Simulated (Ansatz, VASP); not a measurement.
# WC (Qusongite): VASP beside Ansatz

One calculation is typed for both programs; each brings its own data sets. How far apart do they land? The cell is taken from a series of runs on this material, whose earlier steps may have relaxed, scaled, displaced or heated it; both programs get it as it stands.

Program: Ansatz 0.2.0. Level of theory: plane waves, with VASP 6.6.1 beside it; zone-centre phonons at PBEsol. Results are calculated unless marked as measured.

**1. Set-up**

The structure is hexagonal, space group P-6m2 (No. 187). Conventional cell: a = 2.957 Å, b = 2.957 Å, c = 2.807 Å, α = 90.00°, β = 90.00°, γ = 120.00°. C has 6 W at 2.21 Å nearest. W has 6 C at 2.21 Å nearest. Farther neighbours are not listed.

**2. VASP: zone-centre phonons, PBEsol**

Second derivatives magnify differences that forces hide, and they need a tight electronic threshold.

Lines of VASP's logs that name or quote its potential files are left out, and so is its time.

Contents of INCAR:

```
SYSTEM = WC
PREC = Accurate
ENCUT = 600
EDIFF = 1E-08
NELM = 120
ISMEAR = 1
SIGMA = 0.2
LREAL = .FALSE.
ALGO = Normal
GGA = PS
NBANDS = 11
LASPH = .TRUE.
LORBIT = 11
LWAVE = .FALSE.
LCHARG = .FALSE.
ISIF = 2
IBRION = 8
GGA_COMPAT = .FALSE.
KPAR = 2
```

Contents of POSCAR:

```
WC
1.0
    2.9565675665      0.0000000000      0.0000000000
   -1.4782837833      2.5604626206      0.0000000000
    0.0000000000      0.0000000000      2.8070861754
C W
1 1
Direct
    0.6666666667      0.3333333333      0.5000000000
    0.0000000000      1.0000000000      0.0000000000
```

Contents of KPOINTS:

```
Automatic mesh
0
Gamma
18 18 16
0 0 0
```

PAW data sets: C and W (PBE family, release 64).

Command:

```sh
$ mpirun -np 2 vasp_std
```

Numbers of over 12 decimals in the logs are rounded to 6 here.

Log:

```text
[banner, memory and clock lines left out]
running    2 mpi-ranks, on    1 nodes
 distrk:  each k-point on    1 cores,    2 groups
 distr:  one band on    1 cores,    1 groups

 POSCAR found type information on POSCAR C W
 POSCAR found :  2 types and       2 ions
|                                                                             |
|               ----> ADVICE to this user running VASP <----                  |
|                                                                             |
|     You enforced a specific xc type in the INCAR file but a different       |
|     [... a line on the potential file left out ...]
|     I HOPE YOU KNOW WHAT YOU ARE DOING!                                     |
|                                                                             |

 LDA part: xc-table for (Slater+PW92), standard interpolation
 POSCAR, INCAR and KPOINTS ok, starting setup
 FFT: planning ... GRIDC
 FFT: planning ... GRID_SOFT
 FFT: planning ... GRID
 WAVECAR not read
 entering main loop
       N       E                     dE             d eps       ncg     rms          rms(c)
DAV:   1     0.267743400810E+02    0.26774E+02   -0.54506E+03  7326   0.925E+02
DAV:   2    -0.246878420253E+02   -0.51462E+02   -0.48822E+02  8428   0.211E+02
DAV:   3    -0.269211941117E+02   -0.22334E+01   -0.22054E+01  9107   0.364E+01
DAV:   4    -0.269377834838E+02   -0.16589E-01   -0.16585E-01  8060   0.362E+00
DAV:   5    -0.269378559137E+02   -0.72430E-04   -0.72428E-04  8896   0.239E-01    0.331E+01
DAV:   6    -0.240651871594E+02    0.28727E+01   -0.12864E+01  8901   0.219E+01    0.107E+01
DAV:   7    -0.239828708424E+02    0.82316E-01   -0.63876E-01  7512   0.628E+00    0.803E+00
DAV:   8    -0.239419455248E+02    0.40925E-01   -0.12472E-01  8072   0.261E+00    0.210E+00
DAV:   9    -0.239353675200E+02    0.65780E-02   -0.17232E-02  7932   0.838E-01    0.131E-01
DAV:  10    -0.239352738275E+02    0.93693E-04   -0.10030E-03  8481   0.283E-01    0.197E-01
DAV:  11    -0.239352562621E+02    0.17565E-04   -0.11186E-04  8848   0.724E-02    0.758E-03
DAV:  12    -0.239352534416E+02    0.28205E-05   -0.75771E-06  8291   0.183E-02    0.162E-02
DAV:  13    -0.239352534037E+02    0.37956E-07   -0.83631E-07  9181   0.764E-03    0.117E-03
DAV:  14    -0.239352533967E+02    0.69693E-08   -0.22781E-08  7355   0.127E-03
   1 F= -.23935253E+02 E0= -.23934918E+02  d E =-.100600E-02
 Linear response reoptimize wavefunctions to high precision
DAV:   1    -0.239352534103E+02   -0.13529E-07   -0.26850E-09  8318   0.419E-04
DAV:   2    -0.239352534103E+02   -0.13074E-10   -0.28753E-11  3885   0.522E-05
 Linear response DOF=           4
 Linear response progress:
  Degree of freedom:   1/  4
       N       E                     dE             d eps       ncg     rms          rms(c)
RMM:   1    -0.117423595884E+00   -0.11742E+00    0.48674E-02 75834   0.206E+00
RMM:   2    -0.115297637457E+00    0.21260E-02   -0.21939E-03 50538   0.438E-01    0.203E-01
RMM:   3    -0.115578584579E+00   -0.28095E-03   -0.41248E-04 48099   0.137E-01    0.109E-01
RMM:   4    -0.116284356169E+00   -0.70577E-03   -0.29836E-04 48265   0.110E-01    0.257E-02
RMM:   5    -0.116240086560E+00    0.44270E-04   -0.44184E-06 52652   0.185E-02    0.133E-03
RMM:   6    -0.116254641973E+00   -0.14555E-04   -0.21254E-07 52616   0.250E-03    0.433E-04
RMM:   7    -0.116251300965E+00    0.33410E-05    0.23210E-09 53685   0.445E-04    0.842E-05
RMM:   8    -0.116251461368E+00   -0.16040E-06    0.39148E-08 53798   0.760E-05    0.270E-05
RMM:   9    -0.116251339575E+00    0.12179E-06    0.96291E-09 55983   0.217E-05    0.355E-06
RMM:  10    -0.116251325756E+00    0.13818E-07   -0.48441E-09 51261   0.792E-06    0.690E-07
RMM:  11    -0.116251323931E+00    0.18248E-08   -0.20001E-09 35147   0.615E-06    0.152E-07
 first order change of Fermi-energy   0.66087E-05
 force on displaced ion       1 direction 1 : -14.883   0.002   0.000
 Linear response progress:
  Degree of freedom:   2/  4
       N       E                     dE             d eps       ncg     rms          rms(c)
RMM:   1    -0.120213515297E+00   -0.12021E+00    0.52103E-02 26618   0.211E+00
RMM:   2    -0.118596923386E+00    0.16166E-02   -0.23178E-03 17917   0.453E-01    0.175E-01
RMM:   3    -0.118809872573E+00   -0.21295E-03   -0.65162E-04 17008   0.166E-01    0.861E-02
RMM:   4    -0.119656947404E+00   -0.84707E-03   -0.48029E-04 17363   0.130E-01    0.203E-02
RMM:   5    -0.119637373814E+00    0.19574E-04   -0.77414E-06 18414   0.212E-02    0.249E-03
RMM:   6    -0.119668121173E+00   -0.30747E-04   -0.55469E-07 17870   0.481E-03    0.440E-04
RMM:   7    -0.119667827226E+00    0.29395E-06   -0.11661E-08 18909   0.765E-04    0.212E-04
RMM:   8    -0.119666425709E+00    0.14015E-05   -0.96255E-10 18863   0.130E-04    0.285E-05
RMM:   9    -0.119666405266E+00    0.20443E-07    0.49907E-09 19222   0.317E-05    0.897E-06
RMM:  10    -0.119666360589E+00    0.44677E-07   -0.10982E-09 19444   0.138E-05    0.798E-07
RMM:  11    -0.119666363345E+00   -0.27559E-08   -0.13121E-10 15246   0.531E-06    0.418E-07
 first order change of Fermi-energy   0.25952E-03
 force on displaced ion       1 direction 3 :  -0.000   0.000 -13.480
 Linear response progress:
  Degree of freedom:   3/  4
       N       E                     dE             d eps       ncg     rms          rms(c)
RMM:   1    -0.109646382347E+00   -0.10965E+00   -0.88482E-02 64669   0.189E+00
RMM:   2    -0.106675939868E+00    0.29704E-02   -0.18601E-03 49583   0.349E-01    0.206E-01
RMM:   3    -0.105754326425E+00    0.92161E-03   -0.30952E-04 51778   0.111E-01    0.121E-01
RMM:   4    -0.105330299946E+00    0.42403E-03   -0.50108E-04 51650   0.139E-01    0.185E-02
RMM:   5    -0.105351250059E+00   -0.20950E-04   -0.16305E-06 53715   0.165E-02    0.382E-03
RMM:   6    -0.105353454045E+00   -0.22040E-05   -0.12293E-07 53435   0.219E-03    0.133E-03
RMM:   7    -0.105353513621E+00   -0.59576E-07    0.23100E-08 53031   0.995E-04    0.115E-04
RMM:   8    -0.105352573142E+00    0.94048E-06    0.47660E-08 54825   0.207E-04    0.213E-05
RMM:   9    -0.105352585000E+00   -0.11858E-07    0.34477E-08 56075   0.357E-05    0.540E-06
RMM:  10    -0.105352581501E+00    0.34994E-08   -0.23947E-09 56495   0.107E-05    0.332E-06
 first order change of Fermi-energy  -0.57200E-04
 force on displaced ion       2 direction 1 : -14.886   0.002   0.000
 Linear response progress:
  Degree of freedom:   4/  4
       N       E                     dE             d eps       ncg     rms          rms(c)
RMM:   1    -0.113348552104E+00   -0.11335E+00   -0.94473E-02 23689   0.196E+00
RMM:   2    -0.109880477508E+00    0.34681E-02   -0.21777E-03 17454   0.390E-01    0.169E-01
RMM:   3    -0.109189777231E+00    0.69070E-03   -0.22654E-04 18218   0.104E-01    0.938E-02
RMM:   4    -0.109024181424E+00    0.16560E-03   -0.39635E-04 17963   0.131E-01    0.143E-02
RMM:   5    -0.109042840646E+00   -0.18659E-04   -0.27626E-06 18987   0.132E-02    0.407E-03
RMM:   6    -0.109054181137E+00   -0.11340E-04   -0.83620E-08 18907   0.206E-03    0.100E-03
RMM:   7    -0.109054920096E+00   -0.73896E-06   -0.68011E-09 18661   0.650E-04    0.269E-04
RMM:   8    -0.109054675793E+00    0.24430E-06   -0.61163E-10 19298   0.201E-04    0.713E-05
RMM:   9    -0.109054189692E+00    0.48610E-06    0.24665E-09 19484   0.629E-05    0.552E-06
RMM:  10    -0.109054169684E+00    0.20008E-07    0.46612E-11 19698   0.122E-05    0.191E-06
RMM:  11    -0.109054169541E+00    0.14290E-09    0.10212E-10 16036   0.458E-06    0.379E-07
 first order change of Fermi-energy  -0.36541E-03
 force on displaced ion       2 direction 3 :  -0.000   0.000 -13.485
 Linear response finished
```

OUTCAR, selected parts (step 2):

```text
ion  position               nearest neighbor table
   1  0.667  0.333  0.500-   2 2.21   2 2.21   2 2.21   2 2.21   2 2.21   2 2.21
   2  0.000  0.000  0.000-   1 2.21   1 2.21   1 2.21   1 2.21   1 2.21   1 2.21

  LATTYP: Found a hexagonal cell.
 ALAT       =     2.9565675665
 C/A-ratio  =     0.9494409014

 Subroutine GETGRP returns: Found 12 space group operations
 (whereof 12 operations were pure point group operations)

The static configuration has the point symmetry D_3h.

 Found    333 irreducible k-points:

   k-points           NKPTS =    333   k-points in BZ     NKDIM =    333   number of bands    NBANDS=     11

   dimension x,y,z NGX =    24 NGY =   24 NGZ =   24
   dimension x,y,z NGXF=    48 NGYF=   48 NGZF=   48

   ENCUT  =  600.0 eV  44.10 Ry    6.64 a.u.   5.91  5.91  5.61*2*pi/ulx,y,z

   NELECT =      10.0000    total number of electrons

 k-points in reciprocal lattice and weights: Automatic mesh
   0.00000000  0.00000000  0.00000000       0.000
   0.05555556  0.00000000  0.00000000       0.001
   0.11111111  0.00000000  0.00000000       0.001
   0.16666667  0.00000000  0.00000000       0.001
   0.22222222  0.00000000  0.00000000       0.001
   0.27777778 -0.00000000  0.00000000       0.001
   0.33333333  0.00000000  0.00000000       0.001
   0.38888889  0.00000000  0.00000000       0.001
   0.44444444  0.00000000  0.00000000       0.001
[...]
0.33333333  0.27777778  0.50000000       0.002
   0.33333333  0.33333333  0.50000000       0.000

 average (electrostatic) potential at core
       1 -46.6092       2 -37.4128

  Total       -2.2967583     -2.2967583     -0.1275692      0.0000000      0.0000000      0.0000000
  in kB     -173.1665003   -173.1665003     -9.6182168      0.0000000      0.0000000      0.0000000
  external PRESSURE =    -118.6504058 kB  Pullay stress =       0.0000000 kB

  energy-cutoff  :      600.00
  volume of cell :       21.25
      direct lattice vectors                 reciprocal lattice vectors
     2.956567566  0.000000000  0.000000000     0.338230051  0.195277211  0.000000000
    -1.478283783  2.560462621  0.000000000     0.000000000  0.390554422  0.000000000
     0.000000000  0.000000000  2.807086175     0.000000000  0.000000000  0.356241290

 POSITION                                       TOTAL-FORCE (eV/Angst)
 -----------------------------------------------------------------------------------
      1.47828      0.85349      1.40354         0.000000      0.000000      0.000000
      0.00000      0.00000      0.00000        -0.000000      0.000000      0.000000
 -----------------------------------------------------------------------------------
    total drift:                               -0.000000      0.000000      0.000000

 Eigenvectors and eigenvalues of the dynamical matrix
 ----------------------------------------------------

   1 f  =   17.961665 THz   112.856467 2PiTHz  599.136641 cm-1    74.283443 meV
             X         Y         Z           dx          dy          dz
      1.478284  0.853488  1.403543     0.643962   -0.723861   -0.000000
      0.000000  0.000000  0.000000    -0.164616    0.185041    0.000000

   2 f  =   17.961665 THz   112.856467 2PiTHz  599.136641 cm-1    74.283443 meV
             X         Y         Z           dx          dy          dz
      1.478284  0.853488  1.403543    -0.723861   -0.643962   -0.000000
      0.000000  0.000000  0.000000     0.185041    0.164616    0.000000

   3 f  =   17.094560 THz   107.408290 2PiTHz  570.213154 cm-1    70.697389 meV
             X         Y         Z           dx          dy          dz
      1.478284  0.853488  1.403543    -0.000000    0.000000    0.968843
      0.000000  0.000000  0.000000     0.000000    0.000000   -0.247677

   4 f/i=    0.000550 THz     0.003457 2PiTHz    0.018353 cm-1     0.002275 meV
             X         Y         Z           dx          dy          dz
      1.478284  0.853488  1.403543    -0.241423    0.055260    0.000000
      0.000000  0.000000  0.000000    -0.944421    0.216172    0.000000

   5 f/i=    0.000550 THz     0.003457 2PiTHz    0.018353 cm-1     0.002275 meV
             X         Y         Z           dx          dy          dz
      1.478284  0.853488  1.403543    -0.055260   -0.241423   -0.000000
      0.000000  0.000000  0.000000    -0.216172   -0.944421   -0.000000

   6 f/i=    0.000714 THz     0.004485 2PiTHz    0.023810 cm-1     0.002952 meV
             X         Y         Z           dx          dy          dz
      1.478284  0.853488  1.403543    -0.000000   -0.000000    0.247677
      0.000000  0.000000  0.000000    -0.000000   -0.000000    0.968843

 ELASTIC MODULI CONTR FROM IONIC RELAXATION (kBar)
 Direction    XX          YY          ZZ          XY          YZ          ZX
 --------------------------------------------------------------------------------
 XX        -118.1843    118.1843     -0.0000      0.0000      0.0000      0.0000
 YY         118.1843   -118.1843     -0.0000      0.0000      0.0000     -0.0000
 ZZ          -0.0000      0.0000     -0.0000      0.0000      0.0000      0.0000
 XY           0.0000      0.0000      0.0000   -118.1843      0.0000     -0.0000
 YZ           0.0000      0.0000      0.0000      0.0000      0.0000      0.0000
 ZX           0.0000     -0.0000      0.0000     -0.0000      0.0000     -0.0000
 --------------------------------------------------------------------------------
```

(Continued in part 2 of 2.)

[Lines on the potential files, build, host, timing and source positions are cut from VASP's logs without a mark.]

[Logs are printed without paths, hosts, clocks, repeated set-up lines and the standing remarks that a program may print on its own settings, such as how far it seeks lower states.]

[Hosts, paths, dates, database ids (printed as entryN), source tags and the programs' standing remarks are cut or masked in the printed files.]
